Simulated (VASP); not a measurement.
Elastic constants (GPa) of a crystal from PBEsol GGA, VASP's PBE PAW potentials (set 64) run with VASP:

|  | xx | yy | zz | yz | xz | xy |
|---|---|---|---|---|---|---|
| xx | 53.3 | 36.5 | 36.5 | 0.0 | 0.0 | 0.0 |
| yy | 36.5 | 53.3 | 36.5 | 0.0 | 0.0 | 0.0 |
| zz | 36.5 | 36.5 | 53.3 | 0.0 | 0.0 | 0.0 |
| yz | 0.0 | 0.0 | 0.0 | 19.6 | 0.0 | 0.0 |
| xz | 0.0 | 0.0 | 0.0 | 0.0 | 19.6 | 0.0 |
| xy | 0.0 | 0.0 | 0.0 | 0.0 | 0.0 | 19.6 |

Task: Work out the Voigt, Reuss and Hill moduli, Young's modulus and Poisson's ratio.

Result: All eigenvalues are positive (smallest 16.8 GPa), so the crystal is stable. K_V = (C11+C22+C33+2(C12+C13+C23))/9 = (159.9 + 2×109.5)/9 = 42.1 GPa; G_V = (159.9 − 109.5 + 3×58.8)/15 = 15.1 GPa. From the compliances, K_R = 42.1 GPa and G_R = 12.8 GPa. Hill: K = 42.1 GPa, G = 14.0 GPa, E = 9KG/(3K+G) = 37.7 GPa, ν = (3K−2G)/(2(3K+G)) = 0.351. K/G = 3.02, above Pugh's 1.75; universal anisotropy A^U = 0.91.

Task: With a density of 5.85 g/cm³, what are the mean sound speeds?

Result: v_l = √((K+4G/3)/ρ) = 3.22 km/s and v_t = √(G/ρ) = 1.54 km/s. The crystal is CdTe (zinc blende), cubic.

The compound is CdTe in the zinc blende structure. It was relaxed first.
